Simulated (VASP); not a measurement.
These are LDA (Ceperley-Alder, Perdew-Zunger), VASP's LDA PAW potentials (set 64) (plane waves; VASP 6.6.1) values and carry that method's errors.

VASP input:

### INCAR
```
SYSTEM = SiO2
PREC = Accurate; ENCUT = 520; LREAL = .FALSE.
LASPH = .TRUE.
EDIFF = 1E-6; NELM = 100; ALGO = Normal
ISMEAR = 0; SIGMA = 0.05
IBRION = 2; NSW = 60; ISIF = 3
EDIFFG = -0.02
LWAVE = .FALSE.; LCHARG = .FALSE.
```

**KPOINTS**
```
Automatic mesh
0
Gamma
5 5 4
0 0 0
```

**POSCAR**
```
SiO2
1.0
  2.4318837603  -4.2121463422   0.0000000000
  2.4318837603   4.2121463422   0.0000000000
  0.0000000000   0.0000000000   5.3873601367
Si O
3 6
Cartesian
  1.1286742039   1.9549211180   1.7957849164
  2.6064191127  -0.0000000000   5.3873601367
  1.1286742039  -1.9549211180   3.5915752203
  1.6718462029   0.5665342976   1.1891372470
  3.5372113385   1.1645941728   4.7807124672
  2.0865937395  -2.4810178727   2.4024325859
  3.5372113385  -1.1645941728   0.6066476695
  1.6718462029  -0.5665342976   4.1982228897
  2.0865937395   2.4810178727   2.9849275508
```

POTCAR, in this order: Si O (LDA.64 set). Program: vasp_std.

The resulting files:

**OSZICAR**
```
       N       E                     dE             d eps       ncg     rms          rms(c)
DAV:   1     0.306166349563E+03    0.30617E+03   -0.25917E+04   986   0.154E+03
DAV:   2    -0.684052613579E+02   -0.37457E+03   -0.36480E+03  1295   0.346E+02
DAV:   3    -0.874780514433E+02   -0.19073E+02   -0.19024E+02  1156   0.882E+01
DAV:   4    -0.877226285965E+02   -0.24458E+00   -0.24415E+00  1156   0.109E+01
DAV:   5    -0.877275573550E+02   -0.49288E-02   -0.49266E-02  1141   0.152E+00    0.258E+01
DAV:   6    -0.781461203495E+02    0.95814E+01   -0.43511E+01  1136   0.367E+01    0.125E+01
DAV:   7    -0.780013657952E+02    0.14475E+00   -0.10932E+00  1186   0.575E+00    0.463E+00
DAV:   8    -0.779184264166E+02    0.82939E-01   -0.52073E-02  1131   0.181E+00    0.158E+00
DAV:   9    -0.779079110935E+02    0.10515E-01   -0.14915E-02  1156   0.100E+00    0.281E-01
DAV:  10    -0.779082547198E+02   -0.34363E-03   -0.26885E-03  1136   0.317E-01    0.978E-02
DAV:  11    -0.779081473763E+02    0.10734E-03   -0.89251E-04  1156   0.185E-01    0.257E-02
DAV:  12    -0.779081467056E+02    0.67069E-06   -0.20094E-05  1136   0.305E-02    0.661E-03
DAV:  13    -0.779081469052E+02   -0.19957E-06   -0.18755E-06   748   0.867E-03
   1 F= -.77908147E+02 E0= -.77908147E+02  d E =-.779081E+02
```

File OUTCAR:
```
------------------------ aborting loop because EDIFF is reached ----------------------------------------
  FORCE on cell =-STRESS in cart. coord.  units (eV):
  Direction    XX          YY          ZZ          XY          YZ          ZX
  --------------------------------------------------------------------------------------
  Total        0.0506459      0.0506459     -0.1439545      0.0000000     -0.0000000      0.0000000
  in kB        0.7351945      0.7351946     -2.0896980      0.0000000     -0.0000000      0.0000000
  external PRESSURE =      -0.2064363 kB  Pullay stress =       0.0000000 kB
  volume of cell :      110.37
      direct lattice vectors                 reciprocal lattice vectors
     2.431883760 -4.212146342  0.000000000     0.205601932 -0.118704328  0.000000000
     2.431883760  4.212146342  0.000000000     0.205601932  0.118704328  0.000000000
     0.000000000  0.000000000  5.387360137     0.000000000  0.000000000  0.185619668
 POSITION                                       TOTAL-FORCE (eV/Angst)
 -----------------------------------------------------------------------------------
      1.12867      1.95492      1.79578         0.007026      0.012170      0.000000
      2.60642      0.00000      0.00000        -0.014052      0.000000      0.000000
      1.12867     -1.95492      3.59158         0.007026     -0.012170      0.000000
      1.67185      0.56653      1.18914         0.004672      0.011172      0.011138
      3.53721      1.16459      4.78071        -0.012012     -0.001540      0.011138
      2.08659     -2.48102      2.40243         0.007340      0.009632     -0.011138
      3.53721     -1.16459      0.60665        -0.012012      0.001540     -0.011138
      1.67185     -0.56653      4.19822         0.004672     -0.011172     -0.011138
      2.08659      2.48102      2.98493         0.007340     -0.009632      0.011138
 -----------------------------------------------------------------------------------
    total drift:                               -0.001470      0.000345      0.000002
  FREE ENERGIE OF THE ION-ELECTRON SYSTEM (eV)
  ---------------------------------------------------
  free  energy   TOTEN  =       -77.9081469052 eV

  energy  without entropy=      -77.9081469052  energy(sigma->0) =      -77.90814691

 reached required accuracy - stopping structural energy minimisation
```
(Selected blocks of OUTCAR.)

The compound is SiO2 in the quartz structure. It was relaxed first. The start is the result of an earlier pass.
